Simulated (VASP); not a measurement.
## A VASP study of ScAl3 (PBEsol + D3(BJ)): structure first, properties next

How well does PBEsol + D3(BJ) reproduce what experiment finds for ScAl3? The cell is relaxed first, and properties follow on it. The steps: full relaxation (PBEsol + D3(BJ)), second relaxation, single point with fields (PBEsol + D3(BJ)), band structure (PBEsol + D3(BJ)), density of states (PBEsol + D3(BJ)), field gradients at the nuclei (PBEsol + D3(BJ)), volume scan with PBEsol + D3(BJ) and fit for PBEsol + D3(BJ). The start is a computed cell from the Materials Project.

Calculated with VASP 6.6.1; PBEsol with D3(BJ); plane waves and PAW (Sc_sv, Al).

Experimental background.

For Al3Sc, L12 ordered cubic (bulk crystal, 300 K), “A Combined Experimental and First-Principles Based Assessment of Finite-Temperature Thermodynamic Properties of Intermetallic Al3Sc” (2021, pmc:8067998) quotes earlier work: lattice constant a (a at ambient temperature) 4.103 Å [Literature value at ambient temperature, not corrected to 0 K].

## 1. The starting structure

Before any relaxation, the start is as follows. Symmetry: Pm-3m, No. 221, cubic system. The conventional cell has a = 4.088 Å, b = 4.088 Å, c = 4.088 Å, α = 90.00°, β = 90.00°, γ = 90.00°. Nearest to Sc lie 12 Al at 2.89 Å. Nearest to Al lie 8 Al at 2.89 Å and 4 Sc at 2.89 Å. Farther neighbours are not listed.

Structure file:

```xyz
4
Lattice="4.0878 0.0000 0.0000 0.0000 4.0878 0.0000 0.0000 0.0000 4.0878" Properties=species:S:1:pos:R:3 pbc="T T T"
Sc    0.0000    0.0000    0.0000
Al    2.0439    0.0000    2.0439
Al    0.0000    2.0439    2.0439
Al    2.0439    2.0439    0.0000
```

## 2. Full relaxation (PBEsol + D3(BJ))

The start need not lie at this functional's minimum. ISIF = 3 frees volume, shape and positions, and EDIFFG sets the threshold on forces and stress at which the search stops. PBEsol restores the gradient expansion of exchange and is tuned for the cells of solids. A dispersion term adds the long-range attraction that semilocal functionals lack. D3 with Becke-Johnson damping keeps a finite attraction at short range.

Contents of INCAR:

```
SYSTEM = ScAl3
PREC = Accurate
ENCUT = 400
EDIFF = 1E-06
NELM = 100
ISMEAR = 1
SIGMA = 0.2
LREAL = .FALSE.
ALGO = Normal
GGA = PS
IVDW = 12
NBANDS = 16
LASPH = .TRUE.
LORBIT = 11
LWAVE = .FALSE.
LCHARG = .FALSE.
KPAR = 4
IBRION = 2
NSW = 60
ISIF = 3
EDIFFG = -0.01
```

Contents of POSCAR:

```
ScAl3
1.0
    4.0878065700      0.0000000000      0.0000000000
    0.0000000000      4.0878065700      0.0000000000
    0.0000000000      0.0000000000      4.0878065700
Sc Al
1 3
Direct
    0.0000000000      0.0000000000      0.0000000000
    0.5000000000      0.0000000000      0.5000000000
    0.0000000000      0.5000000000      0.5000000000
    0.5000000000      0.5000000000      0.0000000000
```

Contents of KPOINTS:

```
Automatic mesh
0
Gamma
5 5 5
0 0 0
```

The projector-augmented-wave data sets are Sc_sv and Al (PBE family, release 64).

On the command line:

```
$ mpirun -np 4 vasp_std
```

Output:

```text
[banner, memory and clock lines left out]
running    4 mpi-ranks, on    1 nodes
 distrk:  each k-point on    1 cores,    4 groups
 distr:  one band on    1 cores,    1 groups

 POSCAR found type information on POSCAR ScAl
 POSCAR found :  2 types and       4 ions
|                                                                             |
|               ----> ADVICE to this user running VASP <----                  |
|                                                                             |
|     You enforced a specific xc type in the INCAR file but a different       |
|     [... a line on the potential file left out ...]
|     I HOPE YOU KNOW WHAT YOU ARE DOING!                                     |
|                                                                             |

 LDA part: xc-table for (Slater+PW92), standard interpolation
 POSCAR, INCAR and KPOINTS ok, starting setup
 FFT: planning ... GRIDC
 FFT: planning ... GRID_SOFT
 FFT: planning ... GRID
 WAVECAR not read
 entering main loop
       N       E                     dE             d eps       ncg     rms          rms(c)
DAV:   1     0.939267779149E+02    0.93927E+02   -0.73549E+03   320   0.920E+02
DAV:   2    -0.170157900799E+02   -0.11094E+03   -0.10787E+03   320   0.292E+02
DAV:   3    -0.217382463406E+02   -0.47225E+01   -0.46532E+01   480   0.545E+01
DAV:   4    -0.218408131525E+02   -0.10257E+00   -0.10254E+00   416   0.944E+00
DAV:   5    -0.218428730914E+02   -0.20599E-02   -0.20599E-02   480   0.118E+00    0.921E+00
DAV:   6    -0.208519861087E+02    0.99089E+00   -0.45879E+00   512   0.227E+01    0.326E+00
DAV:   7    -0.207993194412E+02    0.52667E-01   -0.10484E-01   416   0.252E+00    0.185E+00
DAV:   8    -0.207731394076E+02    0.26180E-01   -0.36474E-02   520   0.146E+00    0.260E-01
DAV:   9    -0.207728404752E+02    0.29893E-03   -0.26859E-03   400   0.552E-01    0.128E-01
DAV:  10    -0.207727624790E+02    0.77996E-04   -0.23145E-04   544   0.151E-01    0.704E-02
DAV:  11    -0.207727612580E+02    0.12210E-05   -0.17666E-05   464   0.250E-02    0.307E-02
DAV:  12    -0.207727557420E+02    0.55160E-05   -0.38114E-05   496   0.671E-02    0.310E-03
DAV:  13    -0.207727557063E+02    0.35671E-07   -0.12702E-06   344   0.125E-02
   1 F= -.22239744E+02 E0= -.22238350E+02  d E =-.222397E+02
 curvature:   0.00 expect dE= 0.000E+00 dE for cont linesearch  0.000E+00
 trial: gam= 0.00000 g(F)=  0.000E+00 g(S)=  0.141E+00 ort = 0.000E+00 (trialstep = 0.100E+01)
 search vector abs. value=  0.141E+00
 bond charge predicted
       N       E                     dE             d eps       ncg     rms          rms(c)
DAV:   1    -0.213218252175E+02   -0.54907E+00   -0.17274E+01   392   0.585E+01    0.629E+00
DAV:   2    -0.207480730683E+02    0.57375E+00   -0.25888E+00   440   0.203E+01    0.132E+00
DAV:   3    -0.207139750822E+02    0.34098E-01   -0.52085E-02   384   0.186E+00    0.696E-01
DAV:   4    -0.207022476162E+02    0.11727E-01   -0.29061E-02   408   0.161E+00    0.316E-01
DAV:   5    -0.207021992404E+02    0.48376E-04   -0.16067E-03   448   0.367E-01    0.120E-01
DAV:   6    -0.207021793177E+02    0.19923E-04   -0.24299E-04   448   0.130E-01    0.431E-02
DAV:   7    -0.207021776266E+02    0.16912E-05   -0.14249E-05   504   0.400E-02    0.105E-02
DAV:   8    -0.207021737200E+02    0.39066E-05   -0.14878E-05   528   0.305E-02    0.251E-03
DAV:   9    -0.207021736012E+02    0.11880E-06   -0.38025E-07   176   0.721E-03
   2 F= -.22281121E+02 E0= -.22279385E+02  d E =-.413767E-01
 trial-energy change:   -0.041377  1 .order   -0.038287   -0.141459    0.064885
 step:   0.7043(harm=  0.6855)  dis= 0.00000  next Energy=   -22.290635 (dE=-0.509E-01)
 bond charge predicted
       N       E                     dE             d eps       ncg     rms          rms(c)
DAV:   1    -0.208056343097E+02   -0.10346E+00   -0.15983E+00   392   0.176E+01    0.203E+00
DAV:   2    -0.207516816508E+02    0.53953E-01   -0.40291E-01   440   0.773E+00    0.373E-01
DAV:   3    -0.207473909248E+02    0.42907E-02   -0.15486E-02   472   0.934E-01    0.225E-01
DAV:   4    -0.207461063435E+02    0.12846E-02   -0.34351E-03   416   0.455E-01    0.827E-02
DAV:   5    -0.207460868893E+02    0.19454E-04   -0.40855E-04   512   0.215E-01    0.434E-02
DAV:   6    -0.207460704115E+02    0.16478E-04   -0.66508E-05   464   0.807E-02    0.125E-02
DAV:   7    -0.207460700499E+02    0.36159E-06   -0.35072E-06   448   0.133E-02
   3 F= -.22290804E+02 E0= -.22289193E+02  d E =-.510597E-01
 curvature:  -0.34 expect dE=-0.182E-10 dE for cont linesearch -0.182E-10
 trial: gam=-0.00002 g(F)=  0.124E-67 g(S)=  0.533E-10 ort = 0.275E-05 (trialstep = 0.941E+00)
 search vector abs. value=  0.100E-09
 reached required accuracy - stopping structural energy minimisation
```

The job ended after 13 s (4 MPI ranks of Intel Xeon Platinum 8559C (Emerald Rapids), shared host; peak memory 0.62 GiB; 47 s of CPU time).

The logs omit lines about the potential files and the build; timing stands in the text.

Parts of OUTCAR (step 2):

```text
ion  position               nearest neighbor table
   1  0.000  0.000  0.000-   2 2.89   3 2.89   4 2.89   2 2.89   3 2.89   3 2.89   4 2.89   3 2.89
                             2 2.89   4 2.89   2 2.89   4 2.89
   2  0.500  0.000  0.500-   1 2.89   3 2.89   4 2.89   1 2.89   4 2.89   3 2.89   4 2.89   4 2.89
                             1 2.89   3 2.89   1 2.89   3 2.89
   3  0.000  0.500  0.500-   1 2.89   2 2.89   4 2.89   1 2.89   4 2.89   1 2.89   2 2.89   1 2.89
                             2 2.89   4 2.89   4 2.89   2 2.89
   4  0.500  0.500  0.000-   1 2.89   2 2.89   3 2.89   2 2.89   3 2.89   1 2.89   2 2.89   2 2.89
                             1 2.89   3 2.89   3 2.89   1 2.89

  LATTYP: Found a simple cubic cell.
 ALAT       =     4.0878065700

 Subroutine GETGRP returns: Found 48 space group operations
 (whereof 48 operations were pure point group operations)

The static configuration has the point symmetry O_h .

 Found     10 irreducible k-points:

   k-points           NKPTS =     10   k-points in BZ     NKDIM =     10   number of bands    NBANDS=     16

   dimension x,y,z NGX =    28 NGY =   28 NGZ =   28
   dimension x,y,z NGXF=    56 NGYF=   56 NGZF=   56

   ENCUT  =  400.0 eV  29.40 Ry    5.42 a.u.   6.67  6.67  6.67*2*pi/ulx,y,z

   NELECT =      20.0000    total number of electrons

 k-points in reciprocal lattice and weights: Automatic mesh
   0.00000000  0.00000000  0.00000000       0.008
   0.20000000  0.00000000  0.00000000       0.048
   0.40000000  0.00000000  0.00000000       0.048
   0.20000000  0.20000000  0.00000000       0.096
   0.40000000  0.20000000  0.00000000       0.192
   0.40000000  0.40000000  0.00000000       0.096
   0.20000000  0.20000000  0.20000000       0.064
   0.40000000  0.20000000  0.20000000       0.192
   0.40000000  0.40000000  0.20000000       0.192
   0.40000000  0.40000000  0.40000000       0.064

 Edisp (eV)   -1.57895

 average (electrostatic) potential at core
       1 -42.3564       2 -72.2621       3 -72.2621       4 -72.2621

 E-fermi :   7.7974

 k-point     1 :       0.0000    0.0000    0.0000
  band No.  band energies     occupation
    ...
      6       4.9650      2.00000
      7       4.9650      2.00000
      8       5.8492      2.00000
      9       5.8492      2.00000
     10       5.8492      2.00000
     11       8.8975     -0.00000
     12       8.9704     -0.00000
     13       8.9704     -0.00000
     14       8.9704     -0.00000
     15      12.8655      0.00000
    ...

 k-point     2 :       0.2000    0.0000    0.0000
  band No.  band energies     occupation
    ...
      6       3.0319      2.00000
      7       5.2451      2.00000
      8       5.8661      2.00000
      9       5.8661      2.00000
     10       6.9691      2.00000
     11       8.8226     -0.00000
     12       8.8226     -0.00000
     13       9.0872     -0.00000
     14      10.1427     -0.00000
     15      10.8986     -0.00000
    ...

 k-point     3 :       0.4000    0.0000    0.0000
  band No.  band energies     occupation
    ...
      5      -1.1567      2.00000
      6       0.8143      2.00000
      7       5.8739      2.00000
      8       5.8739      2.00000
      9       5.8925      2.00000
     10       8.4487     -0.00004
     11       8.7442     -0.00000
     12       8.7442     -0.00000
     13       9.1503     -0.00000
     14       9.2975     -0.00000
    ...

 Edisp (eV)   -1.54473

  Total      -0.00004    -0.00004    -0.00004    -0.00000    -0.00000    -0.00000
  in kB      -0.00095    -0.00095    -0.00095    -0.00000    -0.00000    -0.00000
  external pressure =       -0.00 kB  Pullay stress =        0.00 kB

  energy-cutoff  :      400.00
  volume of cell :       64.92
      direct lattice vectors                 reciprocal lattice vectors
     4.019152815  0.000000000 -0.000000000     0.248808653 -0.000000000 -0.000000000
     0.000000000  4.019152815 -0.000000000    -0.000000000  0.248808653 -0.000000000
     0.000000000  0.000000000  4.019152815     0.000000000  0.000000000  0.248808653

 POSITION                                       TOTAL-FORCE (eV/Angst)
 -----------------------------------------------------------------------------------
      0.00000      0.00000      0.00000        -0.000000     -0.000000      0.000000
      2.00958      0.00000      2.00958         0.000000      0.000000      0.000000
      0.00000      2.00958      2.00958        -0.000000      0.000000      0.000000
      2.00958      2.00958     -0.00000         0.000000      0.000000      0.000000
 -----------------------------------------------------------------------------------
    total drift:                               -0.000000     -0.000000     -0.000000

  FREE ENERGIE OF THE ION-ELECTRON SYSTEM (eV)
  ---------------------------------------------------
  free  energy   TOTEN  =       -22.2908035440 eV

  energy  without entropy=      -22.2859713364  energy(sigma->0) =      -22.28919281

 reached required accuracy - stopping structural energy minimisation

 total charge
# of ion       s       p       d       tot
------------------------------------------
    1        2.194   6.159   1.364   9.717
    2        0.417   0.400   0.000   0.817
    3        0.417   0.400   0.000   0.817
    4        0.417   0.400   0.000   0.817
--------------------------------------------------
tot          3.446   7.359   1.364  12.169

[... 3 further parts left out ...]
```

The k-mesh is coarse for a metal. The PAW data sets were made with PBE, which is usual practice but a small mismatch for other functionals. Dispersion corrections of this kind ignore metallic screening and tend to overbind metals. The run keeps the 48 symmetry operations of its start, so it cannot find a distortion of lower symmetry.

Step by step:

| step | energy less that of the first step (eV) | largest force (eV/Å) | pressure (GPa) | volume (Å³) |
| --- | --- | --- | --- | --- |
| 1 | 0.0000 | 0.0000 | -4.64 | 68.31 |
| 2 | -0.0414 | 0.0000 | 2.29 | 63.54 |
| 3 | -0.0511 | 0.0000 | 0.00 | 64.92 |

| conventional cell, symmetrised | before | after | change |
| --- | --- | --- | --- |
| a (Å) | 4.088 | 4.019 | -1.7 % |
| b (Å) | 4.088 | 4.019 | -1.7 % |
| c (Å) | 4.088 | 4.019 | -1.7 % |
| volume (Å³/atom) | 17.08 | 16.23 | -5.0 % |

The relaxed structure:

```xyz
4
Lattice="4.0192 0.0000 0.0000 0.0000 4.0192 0.0000 0.0000 0.0000 4.0192" Properties=species:S:1:pos:R:3 pbc="T T T"
Sc    0.0000    0.0000    0.0000
Al    2.0096    0.0000    2.0096
Al    0.0000    2.0096    2.0096
Al    2.0096    2.0096    0.0000
```

Numbers from this step:

```
electrons                       : 20
bands                           : 16
irreducible k-points            : 10
symmetry operations             : 48
free energy (TOTEN)             : -22.29 eV
energy at zero smearing         : -22.29 eV
Fermi energy                    : 7.797 eV
pressure                        : -9.50e-5 GPa
metallic                        : yes
SCF cycles over all ionic steps : 29
```

It ends with forces that vanish by symmetry and a pressure of 0.00 GPa.

## 3. Second relaxation

The basis stayed that of the start cell while the cell moved. A rerun from the cell reached resets it; the error of the finite cutoff stays.

INCAR is that of step 2.

Contents of POSCAR:

```
ScAl3
1.0
    4.0191528151      0.0000000000      0.0000000000
    0.0000000000      4.0191528151      0.0000000000
    0.0000000000      0.0000000000      4.0191528151
Sc Al
1 3
Direct
    0.0000000000      0.0000000000      0.0000000000
    0.5000000000      0.0000000000      0.5000000000
    0.0000000000      0.5000000000      0.5000000000
    0.5000000000      0.5000000000      0.0000000000
```

KPOINTS is that of step 2.

On the command line:

```
$ mpirun -np 4 vasp_std
```

Output:

```text
[banner, memory and clock lines left out]
running    4 mpi-ranks, on    1 nodes
 distrk:  each k-point on    1 cores,    4 groups
 distr:  one band on    1 cores,    1 groups

 POSCAR found type information on POSCAR ScAl
 POSCAR found :  2 types and       4 ions
 [... a notice as in an earlier step ...]

 LDA part: xc-table for (Slater+PW92), standard interpolation
 POSCAR, INCAR and KPOINTS ok, starting setup
 FFT: planning ... GRIDC
 FFT: planning ... GRID_SOFT
 FFT: planning ... GRID
 WAVECAR not read
 entering main loop
       N       E                     dE             d eps       ncg     rms          rms(c)
DAV:   1     0.880390500772E+02    0.88039E+02   -0.71612E+03   320   0.916E+02
DAV:   2    -0.179889249344E+02   -0.10603E+03   -0.10294E+03   320   0.291E+02
DAV:   3    -0.216817776566E+02   -0.36929E+01   -0.36267E+01   488   0.509E+01
DAV:   4    -0.217567737766E+02   -0.74996E-01   -0.74978E-01   400   0.763E+00
DAV:   5    -0.217595541471E+02   -0.27804E-02   -0.27803E-02   488   0.138E+00    0.101E+01
DAV:   6    -0.208237181100E+02    0.93584E+00   -0.42360E+00   512   0.224E+01    0.369E+00
DAV:   7    -0.207694766432E+02    0.54241E-01   -0.89643E-02   400   0.226E+00    0.202E+00
DAV:   8    -0.207450262966E+02    0.24450E-01   -0.31448E-02   496   0.135E+00    0.256E-01
DAV:   9    -0.207447176512E+02    0.30865E-03   -0.22857E-03   400   0.478E-01    0.134E-01
DAV:  10    -0.207446643362E+02    0.53315E-04   -0.16101E-04   552   0.123E-01    0.856E-02
DAV:  11    -0.207446602279E+02    0.41083E-05   -0.15002E-05   408   0.228E-02    0.409E-02
DAV:  12    -0.207446562348E+02    0.39931E-05   -0.27691E-05   544   0.578E-02    0.256E-03
DAV:  13    -0.207446561918E+02    0.42967E-07   -0.88812E-07   264   0.112E-02
   1 F= -.22289390E+02 E0= -.22287779E+02  d E =-.222894E+02
 curvature:   0.00 expect dE= 0.000E+00 dE for cont linesearch  0.000E+00
 trial: gam= 0.00000 g(F)=  0.000E+00 g(S)=  0.203E-05 ort = 0.000E+00 (trialstep = 0.100E+01)
 search vector abs. value=  0.203E-05
 reached required accuracy - stopping structural energy minimisation
```

Run time: 5.6 s. Hardware: 4 MPI ranks; peak memory 0.61 GiB.

OUTCAR, selected parts (step 3):

```text
  LATTYP: Found a simple cubic cell.
 ALAT       =     4.0191528151

The static configuration has the point symmetry O_h .

 Found     10 irreducible k-points:

   ENCUT  =  400.0 eV  29.40 Ry    5.42 a.u.   6.55  6.55  6.55*2*pi/ulx,y,z

   NELECT =      20.0000    total number of electrons

 E-fermi :   7.7976

 k-point     1 :       0.0000    0.0000    0.0000
  band No.  band energies     occupation
    ...
      6       4.9651      2.00000
      7       4.9651      2.00000
      8       5.8493      2.00000
      9       5.8493      2.00000
     10       5.8493      2.00000
     11       8.8976     -0.00000
     12       8.9706     -0.00000
     13       8.9706     -0.00000
     14       8.9706     -0.00000
     15      12.8657      0.00000
    ...

 k-point     2 :       0.2000    0.0000    0.0000
  band No.  band energies     occupation
    ...
      6       3.0321      2.00000
      7       5.2452      2.00000
      8       5.8662      2.00000
      9       5.8662      2.00000
     10       6.9693      2.00000
     11       8.8229     -0.00000
     12       8.8229     -0.00000
     13       9.0875     -0.00000
     14      10.1431     -0.00000
     15      10.8988     -0.00000
    ...

 Edisp (eV)   -1.54473

  Total      -0.00748    -0.00748    -0.00748     0.00000    -0.00000     0.00000
  in kB      -0.18465    -0.18465    -0.18465     0.00000    -0.00000     0.00000
  external pressure =       -0.18 kB  Pullay stress =        0.00 kB

  energy-cutoff  :      400.00
  volume of cell :       64.92
      direct lattice vectors                 reciprocal lattice vectors
     4.019152815  0.000000000  0.000000000     0.248808653  0.000000000  0.000000000
     0.000000000  4.019152815  0.000000000     0.000000000  0.248808653  0.000000000
     0.000000000  0.000000000  4.019152815     0.000000000  0.000000000  0.248808653

 POSITION                                       TOTAL-FORCE (eV/Angst)
 -----------------------------------------------------------------------------------
      0.00000      0.00000      0.00000         0.000000      0.000000      0.000000
      2.00958      0.00000      2.00958         0.000000      0.000000      0.000000
      0.00000      2.00958      2.00958         0.000000      0.000000      0.000000
      2.00958      2.00958      0.00000         0.000000      0.000000      0.000000
 -----------------------------------------------------------------------------------
    total drift:                               -0.000000     -0.000000     -0.000000

  FREE ENERGIE OF THE ION-ELECTRON SYSTEM (eV)
  ---------------------------------------------------
  free  energy   TOTEN  =       -22.2893896859 eV

  energy  without entropy=      -22.2845565081  energy(sigma->0) =      -22.28777863

 total charge
# of ion       s       p       d       tot
------------------------------------------
    1        2.194   6.159   1.364   9.717
    2        0.417   0.400   0.000   0.818
    3        0.417   0.400   0.000   0.818
    4        0.417   0.400   0.000   0.818
--------------------------------------------------
tot          3.446   7.360   1.364  12.170

[... 5 parts as in an earlier step ...]

[... 6 further parts left out ...]
```

CONTCAR:

```
ScAl3
   1.00000000000000
     4.0191528151000000    0.0000000000000000    0.0000000000000000
     0.0000000000000000    4.0191528151000000    0.0000000000000000
     0.0000000000000000    0.0000000000000000    4.0191528151000000
  Sc              Al
     1     3
Direct
     0.0000000000000000    0.0000000000000000    0.0000000000000000
     0.5000000000000000    0.0000000000000000    0.5000000000000000
     0.0000000000000000    0.5000000000000000    0.5000000000000000
     0.5000000000000000    0.5000000000000000    0.0000000000000000
```

Little changed from the start: no atom moved by 0.005 Å and no cell edge by 0.1 %.

Numbers from this step:

| Quantity | Value |
| --- | --- |
| Fermi energy | 7.798 eV |
| pressure | -0.01847 GPa |
| SCF cycles over all ionic steps | 13 |

It ends with forces that vanish by symmetry and a pressure of -0.02 GPa. The volume moved by under 0.01 %: the run met its threshold at the first step.

[end of part 1 of 4]

[Lines on the potential files, build, host, timing and source positions are cut from VASP's logs without a mark.]

[Logs are printed without paths, hosts, clocks, repeated set-up lines and the standing remarks that a program may print on its own settings, such as how far it seeks lower states.]

[Hosts, paths, dates, database ids (printed as entryN), source tags and the programs' standing remarks are cut or masked in the printed files.]

[A measured line is paired with the nearest computed mode of its activity, which favours agreement.]
